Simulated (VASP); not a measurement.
Data:

```
CELL_PARAMETERS angstrom
      2.17649    -3.76979     0.00000
      2.17649     3.76979     0.00000
      0.00000     0.00000     7.09453
ATOMIC_POSITIONS crystal
  Cd 0.66667 0.33333 0.50005
  Cd 0.33333 0.66667 0.00005
  Se 0.66667 0.33333 0.87595
  Se 0.33333 0.66667 0.37595
```

The numbers are results of optB86b-vdW, VASP's PBE PAW potentials (set 64) (plane waves; VASP 6.6.1), not measurements. Numerical set-up: 520 eV cut-off, 7×7×4 Γ-centred mesh, tetrahedra with Blöchl corrections, potentials Cd Se.

### Question
Estimate the energy per atom (σ→0).

### Answer

| Quantity | Result |
|---|---|
| energy per atom (σ→0) | -0.340 eV/atom |

The absolute energy has meaning only against runs of the same code, potentials and settings.

The compound is CdSe in the wurtzite structure. It was relaxed first.
